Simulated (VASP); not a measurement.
The system is CGeF2BrH3, in a box.

```
CELL_PARAMETERS angstrom
13.00000 0.00000 0.00000
0.00000 13.00000 0.00000
0.00000 0.00000 13.00000
ATOMIC_POSITIONS crystal
C 0.45068 0.42610 0.57948
Ge 0.50488 0.50204 0.46517
F 0.62824 0.54323 0.48986
F 0.51727 0.42467 0.35847
Br 0.41224 0.64229 0.41686
H 0.37376 0.39874 0.56063
H 0.44730 0.47595 0.64676
H 0.50120 0.36094 0.59477
```

Program: VASP 6.6.1. Alike in all runs: task single point; no spin polarisation; cell as given; k mesh 1 × 1 × 1; smearing gaussian 0.01 eV.

Question: Order these runs on this cell by their band gap on the k mesh, lowest first.
A. level HSE06; potentials or basis VASP PAW PBE potentials, release 64 (C, Ge_d, F, Br, H); cutoff (eV) 520; grid for exact exchange (PRECFOCK) Fast; screening parameter 0.2 1/A
B. level B3LYP; potentials or basis VASP PAW PBE potentials, release 64 (C_h, Ge_h, F_h, Br, H_h); cutoff (eV) 900; grid for exact exchange (PRECFOCK) Normal; exchange at q = 0 default
C. level PBE0; potentials or basis VASP PAW PBE potentials, release 64 (C, Ge_d, F, Br, H); cutoff (eV) 520; grid for exact exchange (PRECFOCK) Fast; exchange at q = 0 truncated

Answer: A (7.03 eV), B (7.19 eV), C (7.76 eV).

Runs at the PBE level aren't shown here.
